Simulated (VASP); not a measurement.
**Tc: Tc into a neighbouring Tc vacancy**

Wanted: the minimum-energy path in Tc for this move: Tc into a neighbouring Tc vacancy. The start is a cell from a database of measured crystal structures.

Calculated with VASP 6.6.1; PBEsol; plane waves and PAW (Tc).

## (1) The host crystal

The structure is hexagonal, space group P6_3/mmc (No. 194). Conventional cell: a = 2.740 Å, b = 2.740 Å, c = 4.398 Å, α = 90.00°, β = 90.00°, γ = 120.00°. Nearest to Tc lie 12 Tc at 2.71 to 2.74 Å.

As a file:

```xyz
2
Lattice="2.7400 0.0000 0.0000 -1.3700 2.3729 0.0000 0.0000 0.0000 4.3980" Properties=species:S:1:pos:R:3 pbc="T T T"
Tc    1.3700    0.7910    3.2985
Tc    0.0000    1.5819    1.0995
```

## (2) Relax the host

The later steps need the crystal at this functional's own lattice; a raised cutoff keeps the stress reliable while the cell changes.

Input file INCAR:

```
SYSTEM = Tc
PREC = Accurate
ENCUT = 350
EDIFF = 1E-06
NELM = 120
ISMEAR = 1
SIGMA = 0.15
LREAL = .FALSE.
ALGO = Normal
GGA = PS
NBANDS = 13
LASPH = .TRUE.
LORBIT = 11
LWAVE = .FALSE.
LCHARG = .FALSE.
KPAR = 6
IBRION = 2
NSW = 40
ISIF = 3
EDIFFG = -0.02
POTIM = 0.4
```

Input file POSCAR:

```
Tc
1.0
    2.7400000000      0.0000000000      0.0000000000
   -1.3700000000      2.3729096064      0.0000000000
    0.0000000000      0.0000000000      4.3980000000
Tc
2
Direct
    0.6666666667      0.3333333333      0.7500000000
    0.3333333333      0.6666666667      0.2500000000
```

Input file KPOINTS:

```
Automatic mesh
0
Gamma
14 14 8
0 0 0
```

PAW data sets: Tc (PBE family, release 64).

On the command line:

```sh
> mpirun -np 6 vasp_std
```

The log of the run:

```text
[banner, memory and clock lines left out]
running    6 mpi-ranks, on    1 nodes
 distrk:  each k-point on    1 cores,    6 groups
 distr:  one band on    1 cores,    1 groups

 POSCAR found type information on POSCAR Tc
 POSCAR found :  1 types and       2 ions
|                                                                             |
|           W    W    AA    RRRRR   N    N  II  N    N   GGGG   !!!           |
|           W    W   A  A   R    R  NN   N  II  NN   N  G    G  !!!           |
|           W    W  A    A  R    R  N N  N  II  N N  N  G       !!!           |
|           W WW W  AAAAAA  RRRRR   N  N N  II  N  N N  G  GGG   !            |
|           WW  WW  A    A  R   R   N   NN  II  N   NN  G    G                |
|           W    W  A    A  R    R  N    N  II  N    N   GGGG   !!!           |
|                                                                             |
|     For optimal performance we recommend to set                             |
|       NCORE = 2 up to number-of-cores-per-socket                            |
|     NCORE specifies how many cores store one orbital (NPAR=cpu/NCORE).      |
|     This setting can greatly improve the performance of VASP for DFT.       |
|     The default, NCORE=1 might be grossly inefficient on modern             |
|     multi-core architectures or massively parallel machines. Do your        |
|     Unfortunately you need to use the default for GW and RPA                |
|     calculations (for HF NCORE is supported but not extensively tested      |
|     yet).                                                                   |
|                                                                             |

|                                                                             |
|               ----> ADVICE to this user running VASP <----                  |
|                                                                             |
|     You enforced a specific xc type in the INCAR file but a different       |
|     [... a line on the potential file left out ...]
|     I HOPE YOU KNOW WHAT YOU ARE DOING!                                     |
|                                                                             |

 LDA part: xc-table for (Slater+PW92), standard interpolation
 POSCAR, INCAR and KPOINTS ok, starting setup
 FFT: planning ... GRIDC
 FFT: planning ... GRID_SOFT
 FFT: planning ... GRID
 WAVECAR not read
 entering main loop
       N       E                     dE             d eps       ncg     rms          rms(c)
DAV:   1     0.285682711506E+02    0.28568E+02   -0.52177E+03  3144   0.702E+02
DAV:   2    -0.231258638827E+02   -0.51694E+02   -0.46766E+02  3665   0.156E+02
DAV:   3    -0.242080519567E+02   -0.10822E+01   -0.10721E+01  3735   0.233E+01
DAV:   4    -0.242159238967E+02   -0.78719E-02   -0.78715E-02  3750   0.218E+00
DAV:   5    -0.242160627676E+02   -0.13887E-03   -0.13887E-03  3850   0.284E-01    0.244E+01
DAV:   6    -0.228522689506E+02    0.13638E+01   -0.18790E+00  3520   0.113E+01    0.802E+00
DAV:   7    -0.225819087625E+02    0.27036E+00   -0.56894E-01  3860   0.603E+00    0.335E-01
DAV:   8    -0.225675824245E+02    0.14326E-01   -0.71541E-03  3505   0.546E-01    0.146E-01
DAV:   9    -0.225652214227E+02    0.23610E-02   -0.10779E-03  3685   0.202E-01    0.316E-02
DAV:  10    -0.225652409850E+02   -0.19562E-04   -0.80812E-05  3828   0.719E-02    0.273E-02
DAV:  11    -0.225652345610E+02    0.64240E-05   -0.17769E-06  2928   0.117E-02    0.309E-03
DAV:  12    -0.225652335950E+02    0.96598E-06   -0.14958E-07  2000   0.311E-03
   1 F= -.22565234E+02 E0= -.22564839E+02  d E =-.225652E+02
 curvature:   0.00 expect dE= 0.000E+00 dE for cont linesearch  0.000E+00
 trial: gam= 0.00000 g(F)=  0.561E-49 g(S)=  0.169E+00 ort = 0.000E+00 (trialstep = 0.100E+01)
 search vector abs. value=  0.169E+00
 bond charge predicted
       N       E                     dE             d eps       ncg     rms          rms(c)
DAV:   1    -0.228326290424E+02   -0.26739E+00   -0.15114E+01  3350   0.356E+01    0.990E+00
DAV:   2    -0.224927511705E+02    0.33988E+00   -0.43956E-01  3455   0.563E+00    0.276E+00
DAV:   3    -0.224389395977E+02    0.53812E-01   -0.12213E-01  3555   0.288E+00    0.506E-01
DAV:   4    -0.224410254208E+02   -0.20858E-02   -0.48989E-03  3690   0.370E-01    0.424E-02
DAV:   5    -0.224414884109E+02   -0.46299E-03   -0.33005E-04  3856   0.121E-01    0.407E-02
DAV:   6    -0.224416588916E+02   -0.17048E-03   -0.13352E-04  3540   0.733E-02    0.201E-02
DAV:   7    -0.224416592454E+02   -0.35380E-06   -0.48766E-06  3775   0.171E-02
   2 F= -.22441659E+02 E0= -.22441577E+02  d E =0.123574E+00
[...]
3 F= -.22591849E+02 E0= -.22591505E+02  d E =-.266153E-01
[...]
4 F= -.22591865E+02 E0= -.22591523E+02  d E =-.266318E-01
[...]
5 F= -.22591857E+02 E0= -.22591517E+02  d E =-.266236E-01
[...]
6 F= -.22591908E+02 E0= -.22591521E+02  d E =-.505724E-04
[...]
7 F= -.22591930E+02 E0= -.22591558E+02  d E =-.726187E-04
[...]
8 F= -.22591938E+02 E0= -.22591547E+02  d E =-.857072E-05
 trial-energy change:   -0.000009  1 .order   -0.000007   -0.000064    0.000049
 step:   0.4548(harm=  0.4548)  dis= 0.00000  next Energy=   -22.591948 (dE=-0.181E-04)
 bond charge predicted
       N       E                     dE             d eps       ncg     rms          rms(c)
DAV:   1    -0.225919664273E+02   -0.28320E-04   -0.99418E-04  3265   0.242E-01    0.425E-02
DAV:   2    -0.225919522663E+02    0.14161E-04   -0.14816E-05  3650   0.316E-02    0.133E-02
DAV:   3    -0.225919490740E+02    0.31922E-05   -0.44389E-06  3450   0.160E-02    0.262E-03
DAV:   4    -0.225919488682E+02    0.20588E-06   -0.17949E-07  1590   0.302E-03
   9 F= -.22591949E+02 E0= -.22591566E+02  d E =-.190492E-04
 curvature:  -0.30 expect dE=-0.193E-07 dE for cont linesearch -0.123E-07
 trial: gam= 0.00000 g(F)=  0.215E-48 g(S)=  0.644E-07 ort =-0.208E-05 (trialstep = 0.734E+00)
 search vector abs. value=  0.645E-07
 reached required accuracy - stopping structural energy minimisation
```

The job ended after 15 s (6 MPI ranks of Intel Xeon 6975P-C (Granite Rapids), shared host; peak memory 0.95 GiB).

The logs omit lines about the potential files and the build; timing stands in the text.

Parts of OUTCAR (step 2):

```text
ion  position               nearest neighbor table
   1  0.667  0.333  0.750-   2 2.71   2 2.71   2 2.71   2 2.71   2 2.71   2 2.71
   2  0.333  0.667  0.250-   1 2.71   1 2.71   1 2.71   1 2.71   1 2.71   1 2.71

  LATTYP: Found a hexagonal cell.
 ALAT       =     2.7400000000
 C/A-ratio  =     1.6051094891

 Subroutine GETGRP returns: Found 24 space group operations
 (whereof 12 operations were pure point group operations)

The static configuration has the point symmetry D_3d.
 The point group associated with its full space group is D_6h.

 Found    120 irreducible k-points:

   k-points           NKPTS =    120   k-points in BZ     NKDIM =    120   number of bands    NBANDS=     13

   dimension x,y,z NGX =    18 NGY =   18 NGZ =   28
   dimension x,y,z NGXF=    36 NGYF=   36 NGZF=   56

   ENCUT  =  350.0 eV  25.72 Ry    5.07 a.u.   4.18  4.18  6.71*2*pi/ulx,y,z

   NELECT =      14.0000    total number of electrons

 k-points in reciprocal lattice and weights: Automatic mesh
   0.00000000  0.00000000  0.00000000       0.001
   0.07142857  0.00000000  0.00000000       0.004
   0.14285714  0.00000000  0.00000000       0.004
   0.21428571  0.00000000  0.00000000       0.004
   0.28571429 -0.00000000  0.00000000       0.004
   0.35714286  0.00000000  0.00000000       0.004
   0.42857143  0.00000000  0.00000000       0.004
   0.50000000  0.00000000  0.00000000       0.002
   0.07142857  0.07142857  0.00000000       0.004
[...]
0.28571429  0.28571429  0.50000000       0.004
   0.35714286  0.28571429  0.50000000       0.004

 average (electrostatic) potential at core
       1 -63.9510       2 -63.9510

 E-fermi :  13.5385

 k-point     1 :       0.0000    0.0000    0.0000
  band No.  band energies     occupation
    ...
      5      12.0450      2.00000
      6      12.7074      2.00000
      7      12.7074      2.00000
      8      13.4229      1.96437
      9      13.4229      1.96437
     10      15.3170     -0.00000
     11      16.2357     -0.00000
     12      16.2357     -0.00000
     13      25.0723      0.00000

 k-point     2 :       0.0714    0.0000    0.0000
  band No.  band energies     occupation
    ...
      5      12.3909      2.00000
      6      12.6037      2.00000
      7      12.8668      2.00000
      8      13.1664      2.00253
      9      13.2847      2.03783
     10      14.2900     -0.00000
     11      16.3254     -0.00000
     12      17.5536      0.00000
     13      25.0495      0.00000

 k-point     3 :       0.1429    0.0000    0.0000
  band No.  band energies     occupation
    ...
      5      12.2960      2.00000
      6      12.6149      2.00000
      7      12.9068      2.00000
      8      12.9441      2.00000
      9      13.3335      2.06583
     10      13.5888      0.46604
     11      16.5293     -0.00000
     12      19.3426      0.00000
     13      24.9398      0.00000

  Total        0.0006623      0.0006623      0.0015682      0.0000000     -0.0000000      0.0000000
  in kB        0.0382592      0.0382592      0.0905943      0.0000000     -0.0000000      0.0000000
  external PRESSURE =       0.0557042 kB  Pullay stress =       0.0000000 kB

  energy-cutoff  :      350.00
  volume of cell :       27.73
      direct lattice vectors                 reciprocal lattice vectors
     2.715247300 -0.000000000  0.000000000     0.368290579  0.212632665 -0.000000000
    -1.357623650  2.351473139 -0.000000000     0.000000000  0.425265330 -0.000000000
    -0.000000000  0.000000000  4.343820792    -0.000000000  0.000000000  0.230212075

 POSITION                                       TOTAL-FORCE (eV/Angst)
 -----------------------------------------------------------------------------------
      1.35762      0.78382      3.25787         0.000000     -0.000000      0.000000
     -0.00000      1.56765      1.08596        -0.000000      0.000000      0.000000
 -----------------------------------------------------------------------------------
    total drift:                               -0.000000      0.000000     -0.000000

  FREE ENERGIE OF THE ION-ELECTRON SYSTEM (eV)
  ---------------------------------------------------
  free  energy   TOTEN  =       -22.5919488682 eV

  energy  without entropy=      -22.5908012662  energy(sigma->0) =      -22.59156633

 reached required accuracy - stopping structural energy minimisation

 total charge
# of ion       s       p       d       tot
------------------------------------------
    1        0.594   0.747   5.511   6.852
    2        0.594   0.747   5.511   6.852
--------------------------------------------------
tot          1.188   1.494  11.022  13.705

[... 3 further parts left out ...]
```

CONTCAR:

```
Tc
   1.00000000000000
     2.7152473000957968   -0.0000000000000000    0.0000000000000000
    -1.3576236500478984    2.3514731394698756   -0.0000000000000000
    -0.0000000000000000    0.0000000000000000    4.3438207918132026
  Tc
     2
Direct
     0.6666666667000030    0.3333333332999970    0.7500000000000000
     0.3333333332999970    0.6666666667000030    0.2500000000000000
```

The PAW data sets were made with PBE, which is usual practice but a small mismatch for other functionals. The data set Tc keeps the semicore shell frozen, which is cheaper and a little less accurate. The run keeps the 24 symmetry operations of its start, so it cannot find a distortion of lower symmetry.

Step by step:

```tsv
step	energy less that of the first step (eV)	largest force (eV/Å)	pressure (GPa)	volume (Å³)
1	0.0000	0.0000	-9.56	28.59
2	0.1236	0.0000	27.41	25.86
3	-0.0266	0.0000	-0.23	27.75
4	-0.0266	0.0000	0.00	27.73
5	-0.0266	0.0000	0.21	27.72
6	-0.0267	0.0000	-0.39	27.77
7	-0.0267	0.0000	-0.19	27.75
8	-0.0267	0.0000	0.14	27.72
9	-0.0267	0.0000	0.01	27.73
```

```tsv
conventional cell, symmetrised	before	after	change
a (Å)	2.740	2.715	-0.9 %
b (Å)	2.740	2.715	-0.9 %
c (Å)	4.398	4.344	-1.2 %
volume (Å³/atom)	14.30	13.87	-3.0 %
```

Final coordinates:

```xyz
2
Lattice="2.7152 0.0000 0.0000 -1.3576 2.3515 0.0000 0.0000 0.0000 4.3438" Properties=species:S:1:pos:R:3 pbc="T T T"
Tc    1.3576    0.7838    3.2579
Tc    0.0000    1.5676    1.0860
```

This step gave:

```yaml
electronic_cycles: 51
electrons: 14
free_energy_toten: -22.59 eV
energy_at_zero_smearing: -22.59 eV
fermi_energy: 13.54 eV
metallic: yes
```

The run ended after 9 ionic steps, 0.027 eV below its first step, once forces and stress met EDIFFG = -0.02.

(Continued in part 2 of 5.)

[Lines on the potential files, build, host, timing and source positions are cut from VASP's logs without a mark.]

[Logs are printed without paths, hosts, clocks, repeated set-up lines and the standing remarks that a program may print on its own settings, such as how far it seeks lower states.]

[Hosts, paths, dates, database ids (printed as entryN), source tags and the programs' standing remarks are cut or masked in the printed files.]

[Runs that stopped without an error message from VASP are left out.]
